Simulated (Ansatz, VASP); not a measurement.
## Two plane-wave programs on YZn

```
Y Zn
1.0
     3.47438    0.00000    0.00000
     0.00000    3.47438    0.00000
     0.00000    0.00000    3.47438
Y Zn
1 1
Direct
  0.00000 0.00000 0.00000
  0.50000 0.50000 0.50000
```

Alike in both runs: functional LDA; k mesh 12 × 12 × 12; occupations gaussian, width 0.1 eV; no spin polarisation.

Ansatz relaxed the structure, and its values are those at the end. VASP's run is a single point on that final structure, the one shown.

|  | VASP | Ansatz |
| --- | --- | --- |
| version | VASP 6.6.1 | Ansatz 0.2.0 |
| potentials or method | VASP PAW LDA potentials, release 64 (Y_sv, Zn) | scalar-relativistic, plane waves, PAW |
| plane-wave cutoff (eV) | 520 | 420 |
| valence electrons in the cell | 23 | 23 |

|  | VASP | Ansatz | Ansatz less VASP |
| --- | --- | --- | --- |
| gap on the k mesh at the Fermi level (eV) | none | none | - |
| pressure (GPa) | 0.1 | 0.0 | -0.09 |

A gap of «none» marks a metal or a gap that the smearing closes.
